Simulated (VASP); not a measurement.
Method: PBE GGA, VASP's PBE PAW potentials (set 64) (plane waves; VASP 6.6.1).

VASP input:

### POSCAR
```
CaGa35N36
1
    4.8683178924    -8.4321738171     0.0000000000
    4.8683178924     8.4321738171     0.0000000000
    0.0000000000     0.0000000000    10.5562839808
Ga N Ca
35 36 1
Direct
  0.2222220000   0.1111110000   0.2500000000
  0.1111110000   0.2222220000   0.0000000000
  0.2222220000   0.1111110000   0.7500000000
  0.1075820000   0.2211740000   0.4992540000
  0.2161800000   0.4414330000   0.2457970000
  0.1111110000   0.5555560000   0.0000000000
  0.2260990000   0.4435850000   0.7485860000
  0.1102450000   0.5540330000   0.5045960000
  0.2222220000   0.7777780000   0.2500000000
  0.1111110000   0.8888890000   0.0000000000
  0.2222220000   0.7777780000   0.7500000000
  0.1111110000   0.8888890000   0.5000000000
  0.5555560000   0.1111110000   0.2500000000
  0.4444440000   0.2222220000   0.0000000000
  0.5555560000   0.1111110000   0.7500000000
  0.4461440000   0.2185300000   0.4976840000
  0.5575120000   0.4476160000   0.2539430000
  0.4444440000   0.5555560000   0.0000000000
  0.5498240000   0.4400290000   0.7534860000
  0.5602940000   0.7819460000   0.2489580000
  0.4444440000   0.8888890000   0.0000000000
  0.5493940000   0.7740510000   0.7528080000
  0.4446970000   0.8860930000   0.4977150000
  0.8888890000   0.1111110000   0.2500000000
  0.7777780000   0.2222220000   0.0000000000
  0.8888890000   0.1111110000   0.7500000000
  0.7777780000   0.2222220000   0.5000000000
  0.8888890000   0.4444440000   0.2500000000
  0.7777780000   0.5555560000   0.0000000000
  0.8888890000   0.4444440000   0.7500000000
  0.7758290000   0.5530480000   0.4974090000
  0.8888890000   0.7777780000   0.2500000000
  0.7777780000   0.8888890000   0.0000000000
  0.8888890000   0.7777780000   0.7500000000
  0.7772860000   0.8904000000   0.5000870000
  0.2222220000   0.1111110000   0.4385000000
  0.1111110000   0.2222220000   0.1885000000
  0.2222220000   0.1111110000   0.9385000000
  0.1111110000   0.2222220000   0.6885000000
  0.2230530000   0.4445900000   0.4340300000
  0.1111110000   0.5555560000   0.1885000000
  0.2222220000   0.4444440000   0.9385000000
  0.1111110000   0.5555560000   0.6885000000
  0.2222220000   0.7777780000   0.4385000000
  0.1111110000   0.8888890000   0.1885000000
  0.2222220000   0.7777780000   0.9385000000
  0.1111110000   0.8888890000   0.6885000000
  0.5555560000   0.1111110000   0.4385000000
  0.4444440000   0.2222220000   0.1885000000
  0.5555560000   0.1111110000   0.9385000000
  0.4444440000   0.2222220000   0.6885000000
  0.5519610000   0.4441200000   0.4357410000
  0.4444440000   0.5555560000   0.1885000000
  0.5555560000   0.4444440000   0.9385000000
  0.4470490000   0.5578830000   0.6904340000
  0.5553230000   0.7724720000   0.4391340000
  0.4444440000   0.8888890000   0.1885000000
  0.5555560000   0.7777780000   0.9385000000
  0.4444440000   0.8888890000   0.6885000000
  0.8888890000   0.1111110000   0.4385000000
  0.7777780000   0.2222220000   0.1885000000
  0.8888890000   0.1111110000   0.9385000000
  0.7777780000   0.2222220000   0.6885000000
  0.8888890000   0.4444440000   0.4385000000
  0.7777780000   0.5555560000   0.1885000000
  0.8888890000   0.4444440000   0.9385000000
  0.7777780000   0.5555560000   0.6885000000
  0.8888890000   0.7777780000   0.4385000000
  0.7777780000   0.8888890000   0.1885000000
  0.8888890000   0.7777780000   0.9385000000
  0.7777780000   0.8888890000   0.6885000000
  0.4397140000   0.5552520000   0.4992920000
```

### KPOINTS
```
kpoints
0
Gamma
1 1 1
```

INCAR:
```
SYSTEM=CaGa35N36
PREC=Normal; ENCUT=400; LREAL=Auto
LASPH=T; ISYM=0; NELECT=294.0
EDIFF=1E-5; NELM=100; NELMIN=4
ALGO=Fast; LMAXMIX=4
ISMEAR=0; SIGMA=0.05
GGA=PE
IBRION=2; NSW=60; ISIF=2
EDIFFG=-0.03
LWAVE=T; LCHARG=F
```

POTCAR, in this order: Ga N Ca_sv (PBE.64 set). Program: vasp_gam.

What VASP printed:

OSZICAR:
```
...
RMM:   7    -0.433371125858E+03    0.14250E-05   -0.39902E-05   283   0.121E-02
  10 F= -.43337113E+03 E0= -.43333520E+03  d E =-.558500E-02
       N       E                     dE             d eps       ncg     rms          rms(c)
DAV:   1    -0.433371283385E+03   -0.15610E-03   -0.87553E-02   416   0.761E-01    0.566E-02
RMM:   2    -0.433371413015E+03   -0.12963E-03   -0.15666E-03   374   0.919E-02    0.425E-02
RMM:   3    -0.433371432503E+03   -0.19487E-04   -0.30574E-04   445   0.357E-02    0.414E-02
RMM:   4    -0.433371413917E+03    0.18585E-04   -0.47311E-05   309   0.146E-02    0.178E-02
RMM:   5    -0.433371415769E+03   -0.18517E-05   -0.28390E-05   258   0.983E-03
  11 F= -.43337142E+03 E0= -.43333563E+03  d E =-.587491E-02
       N       E                     dE             d eps       ncg     rms          rms(c)
DAV:   1    -0.433373044118E+03   -0.16302E-02   -0.88092E-01   368   0.238E+00    0.173E-01
RMM:   2    -0.433374375157E+03   -0.13310E-02   -0.15379E-02   368   0.282E-01    0.132E-01
RMM:   3    -0.433374583332E+03   -0.20818E-03   -0.30399E-03   430   0.109E-01    0.128E-01
RMM:   4    -0.433374400912E+03    0.18242E-03   -0.43513E-04   399   0.443E-02    0.507E-02
RMM:   5    -0.433374402000E+03   -0.10879E-05   -0.24369E-04   396   0.306E-02    0.687E-02
RMM:   6    -0.433374358496E+03    0.43504E-04   -0.11793E-04   374   0.207E-02    0.139E-02
RMM:   7    -0.433374357328E+03    0.11680E-05   -0.25232E-05   256   0.928E-03
  12 F= -.43337436E+03 E0= -.43333878E+03  d E =-.294156E-02
       N       E                     dE             d eps       ncg     rms          rms(c)
DAV:   1    -0.433374372444E+03   -0.13948E-04   -0.68090E-03   432   0.210E-01    0.166E-02
RMM:   2    -0.433374385492E+03   -0.13048E-04   -0.13555E-04   365   0.261E-02    0.147E-02
RMM:   3    -0.433374386235E+03   -0.74279E-06   -0.24402E-05   250   0.103E-02    0.113E-02
RMM:   4    -0.433374385046E+03    0.11894E-05   -0.50206E-06   216   0.478E-03
  13 F= -.43337439E+03 E0= -.43333882E+03  d E =-.296928E-02
       N       E                     dE             d eps       ncg     rms          rms(c)
DAV:   1    -0.433374657736E+03   -0.27150E-03   -0.64419E-01   368   0.205E+00    0.163E-01
RMM:   2    -0.433375983026E+03   -0.13253E-02   -0.12162E-02   370   0.246E-01    0.205E-01
RMM:   3    -0.433375780496E+03    0.20253E-03   -0.23515E-03   430   0.971E-02    0.908E-02
RMM:   4    -0.433375671381E+03    0.10911E-03   -0.30170E-04   400   0.389E-02    0.446E-02
RMM:   5    -0.433375667104E+03    0.42769E-05   -0.18114E-04   391   0.263E-02    0.601E-02
RMM:   6    -0.433375630064E+03    0.37041E-04   -0.89424E-05   368   0.180E-02    0.112E-02
RMM:   7    -0.433375631179E+03   -0.11157E-05   -0.19469E-05   242   0.826E-03
  14 F= -.43337563E+03 E0= -.43333999E+03  d E =-.124613E-02
       N       E                     dE             d eps       ncg     rms          rms(c)
DAV:   1    -0.433375638433E+03   -0.83692E-05   -0.62537E-03   432   0.202E-01    0.155E-02
RMM:   2    -0.433375650453E+03   -0.12020E-04   -0.11199E-04   343   0.236E-02    0.200E-02
RMM:   3    -0.433375647877E+03    0.25761E-05   -0.19562E-05   230   0.926E-03    0.802E-03
RMM:   4    -0.433375647000E+03    0.87691E-06   -0.30044E-06   202   0.398E-03
  15 F= -.43337565E+03 E0= -.43334002E+03  d E =-.126195E-02
       N       E                     dE             d eps       ncg     rms          rms(c)
DAV:   1    -0.433375729573E+03   -0.81696E-04   -0.25281E-01   368   0.128E+00    0.115E-01
RMM:   2    -0.433376450451E+03   -0.72088E-03   -0.54165E-03   372   0.163E-01    0.178E-01
RMM:   3    -0.433376179063E+03    0.27139E-03   -0.99105E-04   414   0.648E-02    0.541E-02
RMM:   4    -0.433376148921E+03    0.30142E-04   -0.12848E-04   400   0.262E-02    0.274E-02
RMM:   5    -0.433376147522E+03    0.13987E-05   -0.77383E-05   365   0.176E-02
  16 F= -.43337615E+03 E0= -.43334047E+03  d E =-.500522E-03
       N       E                     dE             d eps       ncg     rms          rms(c)
DAV:   1    -0.433376143516E+03    0.54045E-05   -0.71032E-03   424   0.214E-01    0.207E-02
RMM:   2    -0.433376168467E+03   -0.24951E-04   -0.16459E-04   366   0.285E-02    0.361E-02
RMM:   3    -0.433376155417E+03    0.13051E-04   -0.25997E-05   246   0.112E-02    0.847E-03
RMM:   4    -0.433376154553E+03    0.86369E-06   -0.40520E-06   211   0.485E-03
  17 F= -.43337615E+03 E0= -.43334048E+03  d E =-.507553E-03
       N       E                     dE             d eps       ncg     rms          rms(c)
DAV:   1    -0.433376128336E+03    0.27081E-04   -0.11219E-01   368   0.827E-01    0.697E-02
RMM:   2    -0.433376358616E+03   -0.23028E-03   -0.24299E-03   368   0.108E-01    0.678E-02
RMM:   3    -0.433376364092E+03   -0.54758E-05   -0.44724E-04   426   0.419E-02    0.422E-02
RMM:   4    -0.433376345873E+03    0.18219E-04   -0.61011E-05   303   0.167E-02    0.196E-02
RMM:   5    -0.433376346522E+03   -0.64832E-06   -0.24240E-05   255   0.946E-03
  18 F= -.43337635E+03 E0= -.43334070E+03  d E =-.191969E-03
       N       E                     dE             d eps       ncg     rms          rms(c)
DAV:   1    -0.433376347956E+03   -0.20824E-05   -0.36149E-03   392   0.149E-01    0.125E-02
RMM:   2    -0.433376357107E+03   -0.91516E-05   -0.88173E-05   295   0.208E-02    0.153E-02
RMM:   3    -0.433376355861E+03    0.12467E-05   -0.12874E-05   220   0.794E-03    0.656E-03
RMM:   4    -0.433376355397E+03    0.46320E-06   -0.18402E-06   181   0.331E-03
  19 F= -.43337636E+03 E0= -.43334072E+03  d E =-.200844E-03
       N       E                     dE             d eps       ncg     rms          rms(c)
DAV:   1    -0.433376377591E+03   -0.21731E-04   -0.82151E-02   368   0.698E-01    0.548E-02
RMM:   2    -0.433376522772E+03   -0.14518E-03   -0.16906E-03   368   0.892E-02    0.397E-02
RMM:   3    -0.433376549550E+03   -0.26778E-04   -0.31733E-04   420   0.344E-02    0.389E-02
RMM:   4    -0.433376533611E+03    0.15938E-04   -0.42159E-05   274   0.136E-02    0.149E-02
RMM:   5    -0.433376534490E+03   -0.87887E-06   -0.16879E-05   245   0.796E-03
  20 F= -.43337653E+03 E0= -.43334091E+03  d E =-.179093E-03
       N       E                     dE             d eps       ncg     rms          rms(c)
DAV:   1    -0.433376531880E+03    0.17312E-05   -0.42547E-04   432   0.493E-02    0.629E-03
RMM:   2    -0.433376532478E+03   -0.59793E-06   -0.10781E-05   215   0.701E-03    0.309E-03
RMM:   3    -0.433376532748E+03   -0.27043E-06   -0.19820E-06   159   0.310E-03    0.365E-03
RMM:   4    -0.433376532660E+03    0.88499E-07   -0.59681E-07    85   0.190E-03
  21 F= -.43337653E+03 E0= -.43334093E+03  d E =-.177263E-03
       N       E                     dE             d eps       ncg     rms          rms(c)
DAV:   1    -0.433376582326E+03   -0.49577E-04   -0.41913E-02   368   0.494E-01    0.406E-02
RMM:   2    -0.433376653469E+03   -0.71143E-04   -0.87059E-04   370   0.651E-02    0.188E-02
RMM:   3    -0.433376668155E+03   -0.14686E-04   -0.16127E-04   360   0.242E-02    0.207E-02
RMM:   4    -0.433376665822E+03    0.23330E-05   -0.23685E-05   249   0.919E-03
  22 F= -.43337667E+03 E0= -.43334107E+03  d E =-.133162E-03
       N       E                     dE             d eps       ncg     rms          rms(c)
DAV:   1    -0.433376662418E+03    0.57373E-05   -0.19469E-03   384   0.108E-01    0.109E-02
RMM:   2    -0.433376670079E+03   -0.76615E-05   -0.49179E-05   269   0.153E-02    0.199E-02
RMM:   3    -0.433376666059E+03    0.40203E-05   -0.72212E-06   200   0.609E-03    0.395E-03
RMM:   4    -0.433376666167E+03   -0.10843E-06   -0.11251E-06   140   0.257E-03
  23 F= -.43337667E+03 E0= -.43334108E+03  d E =-.133507E-03
```

**OUTCAR**
```
------------------------ aborting loop because EDIFF is reached ----------------------------------------
  FORCE on cell =-STRESS in cart. coord.  units (eV):
  Direction    XX          YY          ZZ          XY          YZ          ZX
  --------------------------------------------------------------------------------------
  Total       -5.7013493     -5.3598659    -15.1407424     -0.0308773     -0.0341180     -0.0181475
  in kB      -10.5397107     -9.9084327    -27.9896979     -0.0570808     -0.0630716     -0.0335480
  external PRESSURE =     -16.1459471 kB  Pullay stress =       0.0000000 kB
  volume of cell :      866.68
      direct lattice vectors                 reciprocal lattice vectors
     4.868317892 -8.432173817  0.000000000     0.102704879 -0.059296690  0.000000000
     4.868317892  8.432173817  0.000000000     0.102704879  0.059296690  0.000000000
     0.000000000  0.000000000 10.556283981     0.000000000  0.000000000  0.094730305
  FREE ENERGIE OF THE ION-ELECTRON SYSTEM (eV)
  ---------------------------------------------------
  free  energy   TOTEN  =      -433.3766661674 eV

  energy  without entropy=     -433.3054901954  energy(sigma->0) =     -433.34107818

 reached required accuracy - stopping structural energy minimisation
```
(Selected blocks of OUTCAR.)

**CONTCAR**
```
CaGa35N36
   1.00000000000000
     4.8683178924000003   -8.4321738171000007    0.0000000000000000
     4.8683178924000003    8.4321738171000007    0.0000000000000000
     0.0000000000000000    0.0000000000000000   10.5562839808000000
  Ga              N               Ca
    35    36     1
Direct
     0.2218892730614924    0.1105570788432399    0.2500782628068585
     0.1098161463171752    0.2198436245357430    0.9996398309605252
     0.2220879106546637    0.1107354894666246    0.7493550132448633
     0.1077718019554082    0.2195931086877884    0.5008003065244171
     0.2155547152012277    0.4410182837496385    0.2461692991068157
     0.1097742786315087    0.5564078068460757    0.9996291720836448
     0.2214113563128792    0.4437635825272115    0.7553955907356972
     0.1076604021929285    0.5542878561829312    0.5007986929141831
     0.2220120042901303    0.7777947159203298    0.2500352731768247
     0.1110695109517310    0.8887807195583913    0.9996212378139323
     0.2220488132359949    0.7774866399169212    0.7493911004842716
     0.1109738178725516    0.8886066069542818    0.4995244577346954
     0.5553423545580728    0.1109560460736655    0.2504664502035780
     0.4433635651070823    0.2199149486251602    0.9996762436201845
     0.5556440787138786    0.1109222132535153    0.7497115154086228
     0.4452590422213578    0.2200393208767174    0.5006910066018353
     0.5582925234647994    0.4413375742631446    0.2463574063813413
     0.4442265019948594    0.5554061899163735    0.0000959146980749
     0.5553086794536313    0.4438610288846843    0.7553140826686102
     0.5584805936093666    0.7837118365427193    0.2463947340307072
     0.4434784266591004    0.8898647796656493    0.9996550839897002
     0.5555123848883119    0.7776403965219770    0.7552858743143819
     0.4451624951426182    0.8915620579070992    0.5007753796055180
     0.8887123029355025    0.1108703801076058    0.2505267600905643
     0.7776794124068196    0.2220808244432908    0.0000994993190352
     0.8885455947828473    0.1108929262085914    0.7497440830453103
     0.7775356969811086    0.2219898300173056    0.4995461764086391
     0.8886427055892154    0.4444800336093531    0.2505248398925194
     0.7796445276297274    0.5563824181015657    0.9996515048167304
     0.8884621042349199    0.4438770570644751    0.7497631667004268
     0.7792634195383282    0.5545060369513823    0.5008473934917265
     0.8890041439608654    0.7778026735308744    0.2500922947181206
     0.7797648870861443    0.8898399519254077    0.9995961081069414
     0.8889161294374608    0.7775221188058672    0.7494113418546758
     0.7795858739891210    0.8913785764924531    0.5008731087498571
     0.2224050811590152    0.1115094377701447    0.4387221634334200
     0.1094521376160272    0.2188903946859652    0.1864607022200803
     0.2218534355404955    0.1103355431383986    0.9371262055868568
     0.1110980147192291    0.2222412354944916    0.6889363152139309
     0.1912620916016299    0.4287239974138782    0.4289899191087643
     0.1094545768992854    0.5570497302071218    0.1864611770327331
     0.2196269273768286    0.4430407149429802    0.9435108367528808
     0.1110626216135091    0.5549956923930573    0.6889652430966010
     0.2223671097906610    0.7770725288143649    0.4386968580374110
     0.1109702562567442    0.8886974142008155    0.1883971290063248
     0.2218914723617661    0.7779738462838930    0.9371442716447277
     0.1110493878201881    0.8886186571176857    0.6874509725043388
     0.5556205514956012    0.1110001904379197    0.4381721075367320
     0.4426512756544932    0.2191445090773199    0.1865649142475250
     0.5561504404009773    0.1113103499214031    0.9375276566321408
     0.4445436321173589    0.2223540677696526    0.6888984565507876
     0.5699174251244822    0.4295504908086442    0.4292812205886388
     0.4440276247323383    0.5553826449767565    0.1922264070110869
     0.5564603304937382    0.4430798626140670    0.9434847407031964
     0.4439850400600255    0.5550766569369432    0.7108418922611807
     0.5702395158386857    0.8071691695729211    0.4293129008483365
     0.4427613372608837    0.8900964258187086    0.1864793099709118
     0.5566601500884716    0.7799126944894615    0.9434056112355109
     0.4445268540516260    0.8883449999351795    0.6889249068199632
     0.8883085150403270    0.1108345440187017    0.4382119549912409
     0.7776739557515563    0.2221472271752232    0.1887227015844465
     0.8884166288496790    0.1112613308217965    0.9375193960693685
     0.7776294849218193    0.2219545403692697    0.6875286448482877
     0.8882245575343914    0.4439650145928793    0.4382401200850685
     0.7804512526946955    0.5570925802183384    0.1865110980141356
     0.8883622221064355    0.4436416402709944    0.9375370289538149
     0.7770183720639651    0.5550192506102399    0.6890230893580228
     0.8880674849152761    0.7772360584607231    0.4387415103269398
     0.7805896602440119    0.8901075200373633    0.1865060553918541
     0.8894473047244773    0.7779553759113710    0.9371635765672520
     0.7771821545095597    0.8883158139693837    0.6889994605098425
     0.4433236415069017    0.5549941157438876    0.4947292389517528
```

At this cut-off the stress carries a Pulay error, which pulls relaxed volumes low. The cell is charged, with a uniform compensating background. The supercell is sampled at Γ alone, which is coarse: total energies, pressure and levels can be off, energies of defects by several tenths of an eV.

The cell is a supercell with a defect, built from GaN (wurtzite): Ca_Ga, charge +1. The run is not spin-polarised, so no state with unpaired spins was tried.
